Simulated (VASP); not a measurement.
CdCu2GeSe4, 8 atoms in the cell. The structure is tetragonal, space group I-42m (No. 121). The conventional cell has a = 5.748 Å, b = 5.748 Å, c = 11.053 Å, α = 90.00°, β = 90.00°, γ = 90.00°. Cd (site symmetry -42m) is surrounded by 4 Se at 2.65 Å. Cu (site symmetry -4) is surrounded by 4 Se at 2.41 Å. Around Ge (site symmetry -42m) lie 4 Se at 2.38 Å. Se (site symmetry m) has 1 Ge at 2.38 Å and 2 Cu at 2.41 Å and 1 Cd at 2.65 Å as nearest neighbours. 

| Item | Value |
| --- | --- |
| Program | VASP 6.6.1 |
| Task | relaxation of cell and atoms |
| Functional | PBEsol |
| Potentials or basis | VASP PAW PBE potentials, release 64 (Cd, Cu, Ge_d, Se) |
| Cutoff | 600 eV |
| k mesh | 10 × 10 × 10 |
| Occupations | methfessel-paxton, width 0.1 eV |
| Spin | no spin polarisation |
| Further INCAR settings | ALGO = Normal; EDIFF = 1e-06; IBRION = 2; EDIFFG = -0.01; NSW = 90; ISIF = 3 |

Potentials or basis: VASP PAW PBE potentials, release 64 (Cd, Cu, Ge_d, Se).

Run with:

```sh
$ cat potpaw_PBE.64/Cd/POTCAR potpaw_PBE.64/Cu/POTCAR potpaw_PBE.64/Ge_d/POTCAR potpaw_PBE.64/Se/POTCAR > POTCAR
$ mpirun -np 4 vasp_std > vasp.out
```

Hardware: 4 MPI ranks on AMD EPYC 9R45 96-Core Processor (Zen 5), with other jobs on the host.

Problem. How long does it take, and how much memory?

Solution. Run time: 22 min on 4 MPI ranks on AMD EPYC 9R45 96-Core Processor (Zen 5), on a shared host, peak memory 1.2 GiB a rank. Counts: scf iterations 65, k points 102, ion steps 9.
